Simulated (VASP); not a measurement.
```yaml
crystal:
  lattice:
    - [0.00000, 1.74803, 1.74803]
    - [1.74803, 0.00000, 1.74803]
    - [1.74803, 1.74803, 0.00000]
  atoms:
    - { symbol: Ni, position: [0.00000, 0.00000, 0.00000], spin: 0.8 }
```

All values below come from MS2 meta-GGA, VASP's PBE PAW potentials (set 64) (plane waves; VASP). Settings: 520 eV cut-off, 18×18×18 Γ-centred mesh, first-order Methfessel-Paxton smearing of 0.10 eV, potentials Ni.

Question: Give the stress tensor in GPa (positive for a compressed cell).

Answer: 
```
-6.18   0.00   0.00
 0.00  -6.18   0.00
 0.00   0.00  -6.18
```
The pressure is its mean diagonal, -6.18 GPa.

The compound is Ni in the fcc structure. This cell is one point of a volume scan, at 1.03 of the reference volume.
